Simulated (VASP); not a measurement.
OSZICAR of a VASP run on CuGaSe2 (space group I-42d):

File OSZICAR:
```
       N       E                     dE             d eps       ncg     rms          rms(c)
DAV:   1     0.586948372316E+03    0.58695E+03   -0.23078E+04 17163   0.158E+03
DAV:   2     0.630089135665E+02   -0.52394E+03   -0.50973E+03 17432   0.440E+02
DAV:   3    -0.264644155685E+02   -0.89473E+02   -0.87293E+02 21330   0.172E+02
DAV:   4    -0.322534619958E+02   -0.57890E+01   -0.57237E+01 22818   0.440E+01
DAV:   5    -0.324622595017E+02   -0.20880E+00   -0.20822E+00 23768   0.866E+00    0.120E+01
DAV:   6    -0.324220024883E+02    0.40257E-01   -0.31992E+01 23364   0.837E+01    0.877E+00
DAV:   7    -0.307444851798E+02    0.16775E+01   -0.76818E+00 21784   0.635E+01    0.381E+00
DAV:   8    -0.309551109431E+02   -0.21063E+00   -0.33606E+00 25848   0.194E+01    0.298E+00
DAV:   9    -0.308437359212E+02    0.11138E+00   -0.94303E-01 24169   0.159E+01    0.440E-01
DAV:  10    -0.308468205206E+02   -0.30846E-02   -0.59429E-02 24368   0.346E+00    0.172E-01
DAV:  11    -0.308478019121E+02   -0.98139E-03   -0.10868E-02 25495   0.136E+00    0.134E-01
DAV:  12    -0.308475366396E+02    0.26527E-03   -0.15521E-03 24336   0.716E-01    0.327E-02
DAV:  13    -0.308475513459E+02   -0.14706E-04   -0.25099E-04 25182   0.113E-01    0.109E-02
DAV:  14    -0.308475594646E+02   -0.81187E-05   -0.34549E-05 23522   0.616E-02    0.101E-02
DAV:  15    -0.308475577056E+02    0.17590E-05   -0.13805E-05 19152   0.669E-02    0.318E-03
DAV:  16    -0.308475583138E+02   -0.60822E-06   -0.36805E-06 15824   0.142E-02
   1 F= -.30847558E+02 E0= -.30847544E+02  d E =-.277920E-04
```

Q: Which electronic solver shows in the log?

A: It is blocked Davidson (ALGO = Normal, or the opening steps of other solvers). The INCAR had ALGO = Normal.

Q: Can the final energy be trusted as converged?

A: Self-consistency was reached. It stopped with EDIFF = 1E-6, NELM = 100 (PBE GGA, plane waves, VASP's PBE PAW potentials (set 64)).

The structure is a typed CuGaSe2 crystal. The cell was not relaxed at this level. The run is one of a series of settings (KPOINTS 13×13×13 Γ-centred mesh against the base run), some of them coarse on purpose.
